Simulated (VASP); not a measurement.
Computed with PBE GGA, VASP's PBE PAW potentials (set 64) (plane waves; VASP).

VASP input:

### KPOINTS
```
Automatic mesh
0
Gamma
3 3 3
0 0 0
```

### POSCAR
```
V
1.5087880
 -1.0000000000   1.0000000000   1.0000000000
  1.0000000000  -1.0000000000   1.0000000000
  1.0000000000   1.0000000000  -1.0000000000
V
1
Cartesian
  0.0000000000   0.0000000000   0.0000000000
```

**INCAR**
```
SYSTEM = V
PREC = Accurate
ENCUT = 300
EDIFF = 1E-6
NELM = 100
ALGO = Normal
LREAL = .FALSE.
LASPH = .TRUE.
ISMEAR = -1
SIGMA = 0.1
GGA = PE
LMAXMIX = 4
LWAVE = .FALSE.
LCHARG = .FALSE.
ISIF = 2
```

POTCAR, in this order: V_sv (PBE.64 set). Program: vasp_std.

The resulting files:

### OSZICAR
```
       N       E                     dE             d eps       ncg     rms          rms(c)
DAV:   1     0.591624189277E+02    0.59162E+02   -0.58161E+03    80   0.971E+02
DAV:   2    -0.966632003032E+01   -0.68829E+02   -0.66631E+02    82   0.293E+02
DAV:   3    -0.105797557156E+02   -0.91344E+00   -0.91142E+00    84   0.414E+01
DAV:   4    -0.105826459624E+02   -0.28902E-02   -0.28902E-02    80   0.246E+00
DAV:   5    -0.105826680854E+02   -0.22123E-04   -0.22124E-04    84   0.208E-01    0.178E+01
DAV:   6    -0.918456074683E+01    0.13981E+01   -0.56518E+00    80   0.343E+01    0.179E+00
DAV:   7    -0.915210771958E+01    0.32453E-01   -0.46914E-02    82   0.218E+00    0.767E-01
DAV:   8    -0.914169400268E+01    0.10414E-01   -0.79861E-03    80   0.152E+00    0.708E-02
DAV:   9    -0.914171139528E+01   -0.17393E-04   -0.19093E-04    80   0.165E-01    0.243E-02
DAV:  10    -0.914173196939E+01   -0.20574E-04   -0.97755E-06    80   0.388E-02    0.682E-03
DAV:  11    -0.914173111680E+01    0.85259E-06   -0.77806E-07    40   0.117E-02
   1 F= -.91417311E+01 E0= -.91077979E+01  d E =-.678664E-01
```

File OUTCAR:
```
------------------------ aborting loop because EDIFF is reached ----------------------------------------
  FORCE on cell =-STRESS in cart. coord.  units (eV):
  Direction    XX          YY          ZZ          XY          YZ          ZX
  --------------------------------------------------------------------------------------
  Total       -0.4005752     -0.4005752     -0.4005752      0.0000000     -0.0000000      0.0000000
  in kB      -46.7143124    -46.7143124    -46.7143124      0.0000000     -0.0000000      0.0000000
  external PRESSURE =     -46.7143124 kB  Pullay stress =       0.0000000 kB
  volume of cell :       13.74
      direct lattice vectors                 reciprocal lattice vectors
    -1.508788000  1.508788000  1.508788000     0.000000000  0.331391819  0.331391819
     1.508788000 -1.508788000  1.508788000     0.331391819  0.000000000  0.331391819
     1.508788000  1.508788000 -1.508788000     0.331391819  0.331391819  0.000000000
 POSITION                                       TOTAL-FORCE (eV/Angst)
 -----------------------------------------------------------------------------------
      0.00000      0.00000      0.00000         0.000000     -0.000000      0.000000
 -----------------------------------------------------------------------------------
    total drift:                                0.000000      0.000000     -0.000000
  FREE ENERGIE OF THE ION-ELECTRON SYSTEM (eV)
  ---------------------------------------------------
  free  energy   TOTEN  =        -9.1417311168 eV

  energy  without entropy=       -9.0738647407  energy(sigma->0) =       -9.10779793
```
(Selected blocks of OUTCAR.)

At this cut-off the stress carries a Pulay error, which pulls relaxed volumes low.

The structure is a typed V crystal (Im-3m). The cell was not relaxed at this level. The k-mesh is coarse (spacing up to 0.98 per Å, 2π included), so the numbers may not be converged in it. The run is one of a series of settings (KPOINTS 3×3×3 Γ-centred mesh against the base run), some of them coarse on purpose. The run is not spin-polarised, so no magnetic state was tried.
